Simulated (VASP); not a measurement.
Method: PBE GGA with D3 dispersion (zero damping), VASP's PBE PAW potentials (set 64) (plane waves; VASP 6.6.1).

A VASP calculation is set up with these files.

KPOINTS:
```
k-points along high-symmetry lines
15
Line-mode
Reciprocal
  0.000000   0.000000   0.000000 ! GAMMA
  0.500000   0.000000   0.500000 ! X

  0.500000   0.000000   0.500000 ! X
  0.625000   0.250000   0.625000 ! U

  0.375000   0.375000   0.750000 ! K
  0.000000   0.000000   0.000000 ! GAMMA

  0.000000   0.000000   0.000000 ! GAMMA
  0.500000   0.500000   0.500000 ! L

  0.500000   0.500000   0.500000 ! L
  0.500000   0.250000   0.750000 ! W

  0.500000   0.250000   0.750000 ! W
  0.500000   0.000000   0.500000 ! X
```

**POSCAR**
```
NiSi2
1
   -0.0000000000     2.7020154770     2.7020154770
    2.7020154770    -0.0000000000     2.7020154770
    2.7020154770     2.7020154770    -0.0000000000
Si Ni
2 1
Direct
  0.2500000000   0.2500000000   0.2500000000
  0.7500000000   0.7500000000   0.7500000000
  0.0000000000   0.0000000000   0.0000000000
```

### INCAR
```
! general
SYSTEM   =  NiSi2
PREC     =  Accurate
ENCUT    =  520
LREAL    =  .FALSE.
LASPH    =  .TRUE.
ICHARG   =  11

! electronic loop
EDIFF    =  1E-7
NELM     =  100
ALGO     =  Normal
LMAXMIX  =  4

! smearing
ISMEAR   =  0
SIGMA    =  0.05

! functional
GGA      =  PE
IVDW     =  11

! output
LWAVE    =  .FALSE.
LCHARG   =  .FALSE.
LORBIT   =  11
```

POTCAR, in this order: Si Ni (PBE.64 set). Program: vasp_std. Read from the step before: CHGCAR.

Output of the run:

File OSZICAR:
```
       N       E                     dE             d eps       ncg     rms          rms(c)
DAV:   1     0.700551884590E+02    0.70055E+02   -0.80541E+03  2348   0.142E+03
DAV:   2    -0.125821336954E+02   -0.82637E+02   -0.78319E+02  2415   0.254E+02
DAV:   3    -0.163133563410E+02   -0.37312E+01   -0.36077E+01  3116   0.591E+01
DAV:   4    -0.163765179732E+02   -0.63162E-01   -0.63044E-01  2818   0.685E+00
DAV:   5    -0.163781336803E+02   -0.16157E-02   -0.16155E-02  3062   0.115E+00
DAV:   6    -0.163781982049E+02   -0.64525E-04   -0.64524E-04  3309   0.204E-01
DAV:   7    -0.163781993187E+02   -0.11138E-05   -0.11152E-05  3060   0.211E-02
DAV:   8    -0.163781993653E+02   -0.46672E-07   -0.46275E-07  2374   0.311E-03
   1 F= -.17263412E+02 E0= -.17262460E+02  d E =-.190378E-02
```

File OUTCAR:
```
 val. band max:       10.6007972597   @ k =   0.1071   0.0000   0.1071

 cond. band min:      10.6138752360   @ k =   0.6161   0.2321   0.6161



 k-point     1 :       0.0000    0.0000    0.0000
  band No.  band energies     occupation
      1      -3.3933      2.00000
      2       5.2547      2.00000
      3       5.2547      2.00000
      4       5.2547      2.00000
      5       6.9447      2.00000
      6       6.9447      2.00000
      7      10.1767      2.00000
      8      12.1645      0.00000
      9      12.1645      0.00000
     10      12.1645      0.00000
     11      12.7519      0.00000
     12      12.7520      0.00000
     13      12.7520      0.00000

 k-point     2 :       0.0357    0.0000    0.0357
  band No.  band energies     occupation
      1      -3.3681      2.00000
      2       5.2147      2.00000
      3       5.2569      2.00000
      4       5.2569      2.00000
      5       6.9296      2.00000
      6       6.9496      2.00000
      7      10.1666      2.00000
      8      11.7482      0.00000
      9      11.7482      0.00000
     10      12.2551      0.00000
     11      12.6476      0.00000
     12      13.2024      0.00000
     13      13.2024      0.00000

 k-point     3 :       0.0714    0.0000    0.0714
  band No.  band energies     occupation
      1      -3.2923      2.00000
      2       5.1006      2.00000
      3       5.2638      2.00000
      4       5.2638      2.00000
      5       6.8834      2.00000
      6       6.9641      2.00000
      7      10.1423      2.00000
      8      11.1660      0.00000
      9      11.1660      0.00000
     10      12.3246      0.00000
     11      12.5151      0.00000
     12      13.8831      0.00000
     13      13.8831      0.00000

 k-point     4 :       0.1071    0.0000    0.1071
  band No.  band energies     occupation
      1      -3.1663      2.00000
      2       4.9278      2.00000
      3       5.2762      2.00000
      4       5.2762      2.00000
...
```

The density is held fixed in this step, so its total energy and stress have no physical meaning.

The compound is NiSi2 in the fluorite structure. It was relaxed first. The run is not spin-polarised, so no magnetic state was tried.
